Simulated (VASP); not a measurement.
Here is a VASP 6.6.1 calculation.

File INCAR:

```
SYSTEM = RuSe
PREC = Accurate ; ENCUT = 520
EDIFF = 1E-6 ; ISMEAR = 0
SIGMA = 0.05 ; LREAL = .False.
LASPH = .True. ; NELM = 80
ALGO = Normal ; ISIF = 2
LWAVE = .False. ; LCHARG = .False.
ISPIN = 2 ; MAGMOM = 1 0
LORBIT = 11 ; LMAXMIX = 4
LDAU = .True. ; LDAUTYPE = 2
LDAUL = 2 -1 ; LDAUU = 3 0
LDAUJ = 0 0 ; LDAUPRINT = 1
METAGGA = R2SCAN ; LMIXTAU = .True.
NBANDS = 21
```

Contents of KPOINTS:

```
regular mesh
0
Gamma
  6 6 6
  0 0 0
```

POSCAR

```
RuSe
1.0
    0.0000000000      2.6776164100      2.6776164100
    2.6776164100      0.0000000000      2.6776164100
    2.6776164100      2.6776164100      0.0000000000
Ru Se
1 1
Direct
    0.5000000000      0.5000000000      0.5000000000
    0.0000000000      0.0000000000      0.0000000000
```

Potentials or basis: VASP PAW PBE potentials, release 64 (Ru_pv, Se).

Launch:

```bash
$ cat potpaw_PBE.64/Ru_pv/POTCAR potpaw_PBE.64/Se/POTCAR > POTCAR
$ mpirun -np 1 vasp_std > vasp.out
```

(1) Predict the net moment.

(2) Predict the band gap on the k mesh.

(3) Estimate the site moments.

(4) Estimate the pressure.

## Answers

(1) 2.44 μB per cell.

(2) none (metal or under the smearing width).

(3) Ru +2.37; Se -0.00 μB.

(4) -2.2 GPa.

Caveat: the PAW data sets were made with another functional, which shifts forces and pressure a little.
